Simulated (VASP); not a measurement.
Be$_{2}$C (antifluorite), at 0.96 of the tabulated volume:

```xyz
3
Lattice="0.0000 2.1407 2.1407 2.1407 0.0000 2.1407 2.1407 2.1407 0.0000" Properties=species:S:1:pos:R:3 pbc="T T T"
Be     1.0703     1.0703     1.0703
Be     3.2110     3.2110     3.2110
C      0.0000     0.0000     0.0000
```

The lowest empty band near X, direction across the valley's axis, from PBE with spin-orbit coupling in VASP (PAW); its two spin partners are averaged. The gap over the points computed is 1.17 eV, and the next band on that side lies 4.79 eV away at the edge.

Run with 520 eV cut-off, 10×10×10 Γ-centred mesh, Gaussian smearing of 0.050 eV, potentials Be C.

| distance from the edge in k (1/Å) | distance in energy (meV) |
|---|---|
| 0.018 | 5.3 |
| 0.025 | 10.3 |
| 0.035 | 20.1 |
| 0.050 | 40.9 |
| 0.070 | 79.8 |

Problem. Fit E(1 + αE) = ħ²k²/2m* (ħ²/2m0 = 3.810 eV Å²) and predict the row at 0.095 1/Å.

Solution. The rows don't resolve α, so a parabola serves: the electron mass is m* = 0.234 m0, and so 147.2 meV. The run gave 145.9 meV, -1.3 meV from the fit.

Left out are points under 3 meV from the edge, since the levels carry 0.1 meV, and points farther than half the way to the next band.

The compound is Be2C in the antifluorite structure. The cell was not relaxed at this level.
